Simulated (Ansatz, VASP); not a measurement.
Two plane-wave programs on ScSi2

```
Sc Si
1.0
     3.66000    0.00000    0.00000
    -1.83000    3.16965    0.00000
     0.00000    0.00000    3.87000
Sc Si
1 2
Direct
  0.00000 0.00000 0.00000
  0.66667 0.33333 0.50000
  0.33333 0.66667 0.50000
```

Alike in both runs: task single point; functional PBE; k mesh 8 × 8 × 7; occupations gaussian, width 0.1 eV; no spin polarisation.

|  | VASP | Ansatz |
| --- | --- | --- |
| version | VASP 6.6.1 | Ansatz 0.2.0 |
| potentials or method | VASP PAW PBE potentials, release 64 (Sc_sv, Si) | Ansatz PAW |
| plane-wave cutoff (eV) | 520 | 420 |
| valence electrons in the cell | 19 | 19 |

```tsv
	VASP	Ansatz	Ansatz less VASP
gap on the k mesh at the Fermi level (eV)	none	none	-
pressure (GPa)	25.2	25.2	-0.02
largest component of the traceless stress (GPa)	24.07	24.25	+0.183
```

A gap of «none» marks a metal or a gap that the smearing closes.

Caveats: so large a pressure means that the cell lies far from this level's equilibrium, or that cutoff or potentials fall short.
